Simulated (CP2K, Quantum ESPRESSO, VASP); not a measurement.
# Sb: programs and potentials compared

```
Sb
1.0
     3.13334    0.00000    0.00000
     0.00000    3.13334    0.00000
     0.00000    0.00000   31.36000
Sb
2
Cartesian
  0.0000 0.0000 7.5894
  0.0000 0.0000 10.4106
```

Alike in all runs: functional PBE; k mesh 9 × 9 × 1; occupations fermi-dirac, width 0.05 eV; no spin polarisation; no spin-orbit coupling.

```csv
program and potentials,plane-wave cutoff (eV),notes,largest force (eV/Å)
"VASP, PBE PAW files Sb, 520 eV",520,5 valence electrons an atom on average,0.053
"CP2K, POTENTIAL_UZH Sb GTH-PBE-q5; TZVP-MOLOPT-PBE-GTH basis",-,atomic basis; 5 valence electrons an atom on average,0.139
"Quantum ESPRESSO, PseudoDojo 0.4.1 SR PBE standard",1088,15 valence electrons an atom on average,0.054
```

Force on atom 1 (Sb), eV/Å:

```csv
program and potentials,x,y,z
"VASP, PBE PAW files Sb, 520 eV",0.000,0.000,-0.053
"CP2K, POTENTIAL_UZH Sb GTH-PBE-q5; TZVP-MOLOPT-PBE-GTH basis",0.000,0.000,-0.139
"Quantum ESPRESSO, PseudoDojo 0.4.1 SR PBE standard",0.000,0.000,-0.054
```

Rows in atomic bases carry the error of their basis and grid, which can be large.

Differences between rows come from potentials, basis sets and numerical settings, since the functional is the same but for its coding. Runs on potential files found faulty are left out.
